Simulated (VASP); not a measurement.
Write the native input for VASP 6.6.1 that does the following.

```
Task                   : single point
Functional             : LDA
Potentials or basis    : VASP PAW LDA potentials, release 64 (O, H, F)
Cutoff                 : 520 eV
k mesh                 : 1 × 1 × 1
Occupations            : fermi-dirac, width 0.02 eV
Spin                   : no spin polarisation
Dipole correction      : no
Further INCAR settings : ALGO = Fast; EDIFF = 1e-06; NBANDS = 33
```

The structure of H9O4F lies in POSCAR:

```
H9O4F
1.0
    5.5331330000      0.0000000000      0.0000000000
    0.0000000000      5.5331330000      0.0000000000
    0.0000000000      0.0000000000      5.5331330000
O H F
4 9 1
Direct
    0.3703507579      0.8013543141      0.5814427378
   -0.0046266735      0.7511838230      0.1622227407
    0.5791474740      0.3764413398      0.7111522532
    0.7340687455      0.2382013951      0.1241791947
    0.4780293552      0.9477451563      0.5724424119
    0.2621661182      0.8142222499      0.4352145520
    0.0393809439      0.7062183396      0.0023856285
   -0.0496283028      0.6105763227      0.2642806526
    0.5869007667      0.3603564201      0.8872007956
    0.4939696913      0.5247659870      0.6474089815
    0.7955709722      0.3162765110      0.2699013380
    0.7788715724      0.0683157264      0.1237454440
    0.7691844747      0.3952010552      0.6351916717
    0.9367748796      0.4604986000      0.5205369182
```

The cell was built by a generator and needn't be a form met in nature.

These files were run (other wordings do the same):

INCAR

```
SYSTEM = H9O4F
PREC = Accurate ; ENCUT = 520
EDIFF = 1E-6 ; ISMEAR = -1
SIGMA = 0.02 ; LREAL = .FALSE.
LASPH = .TRUE. ; NELM = 60
ALGO = Fast ; ISIF = 2
LWAVE = .FALSE. ; LCHARG = .FALSE.
NBANDS = 33
```

KPOINTS

```
regular mesh
0
G
  1 1 1
  0 0 0
```

Potentials or basis: VASP PAW LDA potentials, release 64 (O, H, F).

Launch:

```console
$ cat potpaw_LDA.64/O/POTCAR potpaw_LDA.64/H/POTCAR potpaw_LDA.64/F/POTCAR > POTCAR
$ mpirun -np 1 vasp_gam > vasp.out
```

It gave:

```
Pressure               : -0.8 GPa
Largest force          : 1.759 eV/Å
Band gap on the k mesh : 4.96 eV, direct
```

Run time: 5.6 s on 1 thread of AMD EPYC 9R45 (Zen 5) (shared host), peak memory 0.14 GiB.
